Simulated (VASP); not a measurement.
Level of theory: PBE GGA, VASP's PBE PAW potentials (set 64) (plane waves; VASP).

The input files of a VASP run:

File POSCAR:
```
C
1
    0.0000000000     1.7867216391     1.7867216391
    1.7867216391    -0.0000000000     1.7867216391
    1.7867216391     1.7867216391     0.0000000000
C
2
Direct
  0.0000000000   0.0000000000   0.0000000000
  0.2500000000   0.2500000000   0.2500000000
```

**INCAR**
```
SYSTEM = C
PREC = Accurate; ENCUT = 520; LREAL = .False.
LASPH = .True.; NBANDS = 24
EDIFF = 1E-7; NELM = 100; ALGO = Normal
ISMEAR = 0; SIGMA = 0.01
GGA = PE
LWAVE = .False.; LCHARG = .False.; NEDOS = 1001
LOPTICS = .True.; CSHIFT = 0.1
```

### KPOINTS
```
Automatic mesh
0
Gamma
16 16 16
0 0 0
```

POTCAR, in this order: C (PBE.64 set). Program: vasp_std.

Problem. Estimate the energy per atom (σ→0).

Solution. 
```yaml
energy per atom (σ→0): -9.093 eV/atom
```

OSZICAR:
```
...
DAV:   8    -0.181858217056E+02   -0.17174E-02   -0.55356E-03  7872   0.331E-01    0.116E-01
DAV:   9    -0.181858131199E+02    0.85857E-05   -0.23146E-05  8552   0.225E-02    0.278E-02
DAV:  10    -0.181858322157E+02   -0.19096E-04   -0.11191E-05  8184   0.156E-02    0.231E-03
DAV:  11    -0.181858321143E+02    0.10145E-06   -0.41547E-08  8336   0.102E-03    0.161E-03
DAV:  12    -0.181858320071E+02    0.10722E-06   -0.39635E-08  8240   0.960E-04    0.417E-04
DAV:  13    -0.181858319868E+02    0.20232E-07   -0.27943E-10  4504   0.820E-05
   1 F= -.18185832E+02 E0= -.18185832E+02  d E =-.119244E-41
 imaginary and real dielectric function
```

The compound is C in the diamond structure. It was relaxed first.
